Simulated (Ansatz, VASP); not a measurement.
**ZnCu2SiTe4 in two plane-wave programs**

One calculation is typed for both programs; each brings its own data sets. How far apart do they land? The cell is taken from a series of runs on this material, whose earlier steps may have relaxed, scaled, displaced or heated it; both programs get it as it stands.

Calculated with Ansatz 0.2.0; plane waves, with VASP 6.6.1 beside it; single point at r2SCAN.

## Step 1: Starting point

Symmetry: I-42m, No. 121, tetragonal system. Conventional cell: a = 5.977 Å, b = 5.977 Å, c = 11.893 Å, α = 90.00°, β = 90.00°, γ = 90.00°. Nearest to Te lie 2 Cu at 2.55 Å and 1 Si at 2.56 Å and 1 Zn at 2.67 Å. Nearest to Zn lie 4 Te at 2.67 Å. Nearest to Cu lie 4 Te at 2.55 Å. Nearest to Si lie 4 Te at 2.56 Å. Farther neighbours and most contacts between anions are not listed.

Structure file:

```
Te Zn Cu Si
1.0
    -2.98854    2.98854    5.94642
     2.98854   -2.98854    5.94642
     2.98854    2.98854   -5.94642
Te Zn Cu Si
4 1 2 1
Cartesian
  1.5427 1.5427 -1.5410
  1.4459 1.4459 4.4054
  -1.4459 1.4459 7.4874
  1.4459 -1.4459 7.4874
  0.0000 0.0000 0.0000
  2.9885 0.0000 2.9732
  0.0000 2.9885 2.9732
  0.0000 0.0000 5.9464
```

## Step 2: VASP: single point, r2SCAN

With cell and atoms fixed, the geometry can't cause a difference; cores, projectors, grids and the points listed under the comparison can.

Lines of VASP's logs that name or quote its potential files are left out, and so is its time.

INCAR

```
SYSTEM = ZnCu2SiTe4
PREC = Accurate
ENCUT = 660
EDIFF = 1E-06
NELM = 120
ISMEAR = -1
SIGMA = 0.02
LREAL = .FALSE.
ALGO = Normal
METAGGA = R2SCAN
LASPH = .TRUE.
NBANDS = 39
LORBIT = 11
LWAVE = .FALSE.
LCHARG = .FALSE.
ISIF = 2
GGA_COMPAT = .FALSE.
EFERMI = MIDGAP
LMIXTAU = .TRUE.
KPAR = 2
```

POSCAR

```
ZnCu2SiTe4
1.0
   -2.9885439100      2.9885439100      5.9464164200
    2.9885439100     -2.9885439100      5.9464164200
    2.9885439100      2.9885439100     -5.9464164200
Te Zn Cu Si
4 1 2 1
Direct
    0.1285254800      0.1285254800      0.5162002700
    0.6123252100      0.6123252100      0.4837997300
    0.8714745200      0.3876747900      0.0000000000
    0.3876747900      0.8714745200      0.0000000000
    0.0000000000      0.0000000000      0.0000000000
    0.2500000000      0.7500000000      0.5000000000
    0.7500000000      0.2500000000      0.5000000000
    0.5000000000      0.5000000000      0.0000000000
```

KPOINTS

```
Automatic mesh
0
Gamma
6 6 6
0 0 0
```

Potentials, in the order of the species: Te, Zn, Cu and Si (PBE family, release 64).

On the command line:

```console
mpirun -np 2 vasp_std
```

Numbers of over 12 decimals in the logs are rounded to 6 here.

The program printed:

```text
[banner, memory and clock lines left out]
running    2 mpi-ranks, on    1 nodes
 distrk:  each k-point on    1 cores,    2 groups
 distr:  one band on    1 cores,    1 groups

 POSCAR found type information on POSCAR TeZnCuSi
 POSCAR found :  4 types and       8 ions
|                                                                             |
|               ----> ADVICE to this user running VASP <----                  |
|                                                                             |
|     You enforced a specific xc type in the INCAR file but a different       |
|     [... a line on the potential file left out ...]
|     I HOPE YOU KNOW WHAT YOU ARE DOING!                                     |
|                                                                             |

 LDA part: xc-table for (None), standard interpolation
 POSCAR, INCAR and KPOINTS ok, starting setup
 FFT: planning ... GRIDC
 FFT: planning ... GRID_SOFT
 FFT: planning ... GRID
 WAVECAR not read
 entering main loop
       N       E                     dE             d eps       ncg     rms          rms(c)
DAV:   1     0.389445131026E+03    0.38945E+03   -0.29721E+04  2340   0.198E+03
DAV:   2    -0.912613803950E+02   -0.48071E+03   -0.46350E+03  2368   0.409E+02
DAV:   3    -0.150374617392E+03   -0.59113E+02   -0.56799E+02  3033   0.162E+02
DAV:   4    -0.153343789764E+03   -0.29692E+01   -0.29497E+01  3225   0.322E+01
DAV:   5    -0.153455789666E+03   -0.11200E+00   -0.11194E+00  3210   0.628E+00    0.143E+01
DAV:   6    -0.147600868560E+03    0.58549E+01   -0.33829E+01  2756   0.115E+02    0.107E+01
DAV:   7    -0.143065368373E+03    0.45355E+01   -0.72894E+00  3219   0.716E+01    0.722E+00
DAV:   8    -0.142903699776E+03    0.16167E+00   -0.38197E+00  3667   0.337E+01    0.434E+00
DAV:   9    -0.142499022489E+03    0.40468E+00   -0.13940E+00  3675   0.243E+01    0.938E-01
DAV:  10    -0.142711028099E+03   -0.21201E+00   -0.57413E-01  3128   0.873E+00    0.626E-01
DAV:  11    -0.142857980502E+03   -0.14695E+00   -0.16970E-01  2871   0.340E+00    0.336E-01
DAV:  12    -0.142869278745E+03   -0.11298E-01   -0.73773E-03  3301   0.824E-01    0.182E-01
DAV:  13    -0.142872893700E+03   -0.36150E-02   -0.30127E-03  3297   0.672E-01    0.587E-02
DAV:  14    -0.142872502174E+03    0.39153E-03   -0.16780E-03  2954   0.283E-01    0.441E-02
DAV:  15    -0.142873081326E+03   -0.57915E-03   -0.39880E-04  3364   0.180E-01    0.435E-02
DAV:  16    -0.142873016579E+03    0.64747E-04   -0.58243E-05  3048   0.739E-02    0.322E-02
DAV:  17    -0.142873199037E+03   -0.18246E-03   -0.17667E-04  2719   0.912E-02    0.136E-02
DAV:  18    -0.142873224317E+03   -0.25280E-04   -0.30300E-05  3571   0.663E-02    0.499E-03
DAV:  19    -0.142873224601E+03   -0.28386E-06   -0.11845E-06  1667   0.770E-03
   1 F= -.14287322E+03 E0= -.14287322E+03  d E =-.398161E-07
```

Parts of OUTCAR (step 2):

```text
ion  position               nearest neighbor table
   1  0.129  0.129  0.516-   6 2.55   7 2.55   8 2.56   5 2.67
   2  0.612  0.612  0.484-   6 2.55   7 2.55   8 2.56   5 2.67
   3  0.871  0.388  0.000-   7 2.55   6 2.55   8 2.56   5 2.67
   4  0.388  0.871  0.000-   6 2.55   7 2.55   8 2.56   5 2.67
   5  0.000  0.000  0.000-   1 2.67   3 2.67   4 2.67   2 2.67
   6  0.250  0.750  0.500-   1 2.55   2 2.55   4 2.55   3 2.55
   7  0.750  0.250  0.500-   1 2.55   2 2.55   3 2.55   4 2.55
   8  0.500  0.500  0.000-   2 2.56   1 2.56   3 2.56   4 2.56

  LATTYP: Found a body centered tetragonal cell.
 ALAT       =     5.9770878200
 C/A-ratio  =     1.9897370087

 Subroutine GETGRP returns: Found  8 space group operations
 (whereof  8 operations were pure point group operations)

The static configuration has the point symmetry D_2d.

 Found     30 irreducible k-points:

   k-points           NKPTS =     30   k-points in BZ     NKDIM =     30   number of bands    NBANDS=     39

   dimension x,y,z NGX =    64 NGY =   64 NGZ =   64
   dimension x,y,z NGXF=   128 NGYF=  128 NGZF=  128

   ENCUT  =  660.0 eV  48.51 Ry    6.96 a.u.  15.28 15.28 15.28*2*pi/ulx,y,z

   NELECT =      62.0000    total number of electrons

 k-points in reciprocal lattice and weights: Automatic mesh
   0.00000000  0.00000000  0.00000000       0.005
   0.16666667 -0.00000000  0.00000000       0.037
   0.33333333 -0.00000000  0.00000000       0.037
   0.50000000 -0.00000000  0.00000000       0.019
   0.16666667  0.16666667  0.00000000       0.037
   0.33333333  0.16666667  0.00000000       0.074
   0.50000000  0.16666667  0.00000000       0.074
  -0.33333333  0.16666667 -0.00000000       0.074
  -0.16666667  0.16666667  0.00000000       0.019
[...]
-0.33333333 -0.33333333  0.33333333       0.009
   0.50000000  0.50000000  0.50000000       0.005

 average (electrostatic) potential at core
       1 -94.5576       2 -94.5576       3 -94.5576       4 -94.5576       5 -40.2853
       6 -71.2540       7 -71.2540       8 -88.8273

 E-fermi :   5.2291

 k-point     1 :       0.0000    0.0000    0.0000
  band No.  band energies     occupation
    ...
     27       2.8410      2.00000
     28       2.8610      2.00000
     29       4.8741      2.00000
     30       4.9798      1.99999
     31       4.9798      1.99999
     32       5.5585      0.00000
     33       6.3849      0.00000
     34       7.5996      0.00000
     35       7.8772      0.00000
     36       7.8772      0.00000
    ...

 k-point     2 :       0.1667   -0.0000    0.0000
  band No.  band energies     occupation
    ...
     27       2.9923      2.00000
     28       3.0933      2.00000
     29       4.1385      2.00000
     30       4.6585      2.00000
     31       4.7887      2.00000
     32       6.1861      0.00000
     33       6.7358      0.00000
     34       7.5609      0.00000
     35       7.7733      0.00000
     36       7.9595      0.00000
    ...

 k-point     3 :       0.3333   -0.0000    0.0000
  band No.  band energies     occupation
    ...
     27       3.3552      2.00000
     28       3.4196      2.00000
     29       3.5061      2.00000
     30       4.0052      2.00000
     31       4.4391      2.00000
     32       6.6469      0.00000
     33       7.2569      0.00000
     34       7.5823      0.00000
     35       7.8655      0.00000
     36       8.3200      0.00000
    ...

  Total        0.0981570      0.0981570      0.1385682      0.0000000      0.0000000      0.0000000
  in kB        0.7402820      0.7402820      1.0450564      0.0000000      0.0000000      0.0000000
  external PRESSURE =       0.8418735 kB  Pullay stress =       0.0000000 kB

  energy-cutoff  :      660.00
  volume of cell :      212.44
      direct lattice vectors                 reciprocal lattice vectors
    -2.988543910  2.988543910  5.946416420     0.000000000  0.167305556  0.084084256
     2.988543910 -2.988543910  5.946416420     0.167305556  0.000000000  0.084084256
     2.988543910  2.988543910 -5.946416420     0.167305556  0.167305556  0.000000000

 POSITION                                       TOTAL-FORCE (eV/Angst)
 -----------------------------------------------------------------------------------
      1.54269      1.54269     -1.54101         0.006566      0.006566     -0.000605
      1.44586      1.44586      4.40541        -0.006566     -0.006566     -0.000605
     -1.44586      1.44586      7.48743         0.006566     -0.006566      0.000605
      1.44586     -1.44586      7.48743        -0.006566      0.006566      0.000605
      0.00000      0.00000      0.00000         0.000000      0.000000      0.000000
      2.98854      0.00000      2.97321         0.000000      0.000000      0.000000
      0.00000      2.98854      2.97321         0.000000      0.000000      0.000000
      0.00000      0.00000      5.94642         0.000000      0.000000      0.000000
 -----------------------------------------------------------------------------------
    total drift:                                0.000003      0.000003      0.000003

  FREE ENERGIE OF THE ION-ELECTRON SYSTEM (eV)
  ---------------------------------------------------
  free  energy   TOTEN  =      -142.8732246006 eV

  energy  without entropy=     -142.8732245608  energy(sigma->0) =     -142.87322458

 total charge
# of ion       s       p       d       tot
------------------------------------------
    1        1.354   2.072   0.052   3.478
    2        1.354   2.072   0.052   3.478
    3        1.354   2.072   0.052   3.478
    4        1.354   2.072   0.052   3.478
    5        0.544   0.406   9.772  10.722
    6        0.393   0.369   9.273  10.034
    7        0.393   0.369   9.273  10.034
    8        0.767   0.788   0.000   1.556
--------------------------------------------------
tot          7.512  10.221  28.524  46.258

[... 3 further parts left out ...]
```

This run has no spin polarisation, so a moment on Cu, if there is one, isn't seen.

[end of part 1 of 2]

[Lines on the potential files, build, host, timing and source positions are cut from VASP's logs without a mark.]

[Logs are printed without paths, hosts, clocks, repeated set-up lines and the standing remarks that a program may print on its own settings, such as how far it seeks lower states.]

[Hosts, paths, dates, database ids (printed as entryN), source tags and the programs' standing remarks are cut or masked in the printed files.]
